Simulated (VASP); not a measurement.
Output of a VASP run:

File OSZICAR:
```
       N       E                     dE             d eps       ncg     rms          rms(c)
DAV:   1     0.109823450388E+03    0.10982E+03   -0.85202E+03   424   0.121E+03
DAV:   2     0.411725763805E+01   -0.10571E+03   -0.10227E+03   466   0.278E+02
DAV:   3     0.617483915669E-01   -0.40555E+01   -0.40497E+01   516   0.572E+01
DAV:   4     0.230173725683E-01   -0.38731E-01   -0.38728E-01   584   0.496E+00
DAV:   5     0.229116486694E-01   -0.10572E-03   -0.10572E-03   481   0.246E-01    0.563E+00
DAV:   6     0.248364049243E+00    0.22545E+00   -0.50781E-01   471   0.967E+00    0.462E+00
DAV:   7     0.262754902472E+00    0.14391E-01   -0.11592E-01   466   0.256E+00    0.182E+00
DAV:   8     0.262301726015E+00   -0.45318E-03   -0.10126E-02   421   0.141E+00    0.524E-01
DAV:   9     0.262012268201E+00   -0.28946E-03   -0.92357E-04   466   0.352E-01    0.120E-01
DAV:  10     0.261941630521E+00   -0.70638E-04   -0.13582E-04   439   0.122E-01    0.548E-02
DAV:  11     0.261898571886E+00   -0.43059E-04   -0.88498E-05   426   0.650E-02    0.389E-02
DAV:  12     0.261900461023E+00    0.18891E-05   -0.44935E-06   481   0.183E-02    0.194E-02
DAV:  13     0.261900497314E+00    0.36291E-07   -0.52268E-07   303   0.458E-03
   1 F= 0.26190050E+00 E0= 0.26190050E+00  d E =0.261900E+00
       N       E                     dE             d eps       ncg     rms          rms(c)
DAV:   1     0.154133676456E+00   -0.10777E+00   -0.21958E+00   456   0.197E+01    0.255E+00
DAV:   2     0.246944555405E+00    0.92811E-01   -0.24329E-01   441   0.793E+00    0.845E-01
DAV:   3     0.257111065041E+00    0.10167E-01   -0.24706E-02   436   0.176E+00    0.725E-01
DAV:   4     0.258749102971E+00    0.16380E-02   -0.27502E-03   456   0.410E-01    0.134E-01
DAV:   5     0.258836096445E+00    0.86993E-04   -0.29349E-04   416   0.223E-01    0.925E-02
DAV:   6     0.258832250953E+00   -0.38455E-05   -0.67177E-05   439   0.813E-02    0.253E-02
DAV:   7     0.258832559939E+00    0.30899E-06   -0.18333E-05   491   0.565E-02    0.525E-03
DAV:   8     0.258831230701E+00   -0.13292E-05   -0.22746E-06   405   0.170E-02    0.278E-03
DAV:   9     0.258831042850E+00   -0.18785E-06   -0.49199E-07   338   0.677E-03
   2 F= 0.25883104E+00 E0= 0.25883104E+00  d E =-.306945E-02
       N       E                     dE             d eps       ncg     rms          rms(c)
DAV:   1     0.253086401730E+00   -0.57448E-02   -0.11271E-01   456   0.439E+00    0.541E-01
DAV:   2     0.257993452048E+00    0.49071E-02   -0.13495E-02   446   0.183E+00    0.176E-01
DAV:   3     0.258490932378E+00    0.49748E-03   -0.12497E-03   431   0.380E-01    0.147E-01
DAV:   4     0.258557622256E+00    0.66690E-04   -0.13283E-04   451   0.953E-02    0.276E-02
DAV:   5     0.258560028135E+00    0.24059E-05   -0.14276E-05   426   0.497E-02    0.205E-02
DAV:   6     0.258559172290E+00   -0.85585E-06   -0.42032E-06   426   0.211E-02
   3 F= 0.25855917E+00 E0= 0.25855917E+00  d E =-.334133E-02
```

OUTCAR:
```
------------------------ aborting loop because EDIFF is reached ----------------------------------------
  FORCE on cell =-STRESS in cart. coord.  units (eV):
  Direction    XX          YY          ZZ          XY          YZ          ZX
  --------------------------------------------------------------------------------------
  Total       -0.0105002     -0.0105002     -0.0105002      0.0000000     -0.0000000      0.0000000
  in kB       -0.2425578     -0.2425578     -0.2425578      0.0000000     -0.0000000      0.0000000
  external PRESSURE =      -0.2425578 kB  Pullay stress =       0.0000000 kB
  volume of cell :       69.36
      direct lattice vectors                 reciprocal lattice vectors
    -0.000000000  3.261024949  3.261024949    -0.153326027  0.153326027  0.153326027
     3.261024949  0.000000000  3.261024949     0.153326027 -0.153326027  0.153326027
     3.261024949  3.261024949  0.000000000     0.153326027  0.153326027 -0.153326027
  FREE ENERGIE OF THE ION-ELECTRON SYSTEM (eV)
  ---------------------------------------------------
  free  energy   TOTEN  =         0.2585591723 eV

  energy  without entropy=        0.2585591723  energy(sigma->0) =        0.25855917

 reached required accuracy - stopping structural energy minimisation
```
(Selected blocks of OUTCAR.)

File POSCAR:
```
CdTe
1
    0.0000000000     3.2400000000     3.2400000000
    3.2400000000     0.0000000000     3.2400000000
    3.2400000000     3.2400000000     0.0000000000
Cd Te
1 1
Direct
  0.0000000000   0.0000000000   0.0000000000
  0.2500000000   0.2500000000   0.2500000000
```

Reconstruct the remaining input files.

Several could match; the one computed here: the input of the run itself, vdW-DF-cx, plane waves, VASP's PBE PAW potentials (set 64).

### INCAR
```
SYSTEM = CdTe
PREC = Accurate
ENCUT = 520
EDIFF = 1E-6
NELM = 100
ALGO = Normal
LREAL = .FALSE.
LASPH = .TRUE.
ISMEAR = 0
SIGMA = 0.05
GGA = CX
LUSE_VDW = .TRUE.
AGGAC = 0.0
LMAXMIX = 4
LWAVE = .FALSE.
LCHARG = .FALSE.
IBRION = 2
ISIF = 3
NSW = 60
EDIFFG = -0.01
```

File KPOINTS:
```
Automatic
0
gamma
 6 6 6
0 0 0
```

POTCAR, in this order: Cd Te (PBE.64 set). Program: vasp_std.

The compound is CdTe in the zinc blende structure. This run relaxes it. Symmetry was kept, so distortions that lower it aren't found.
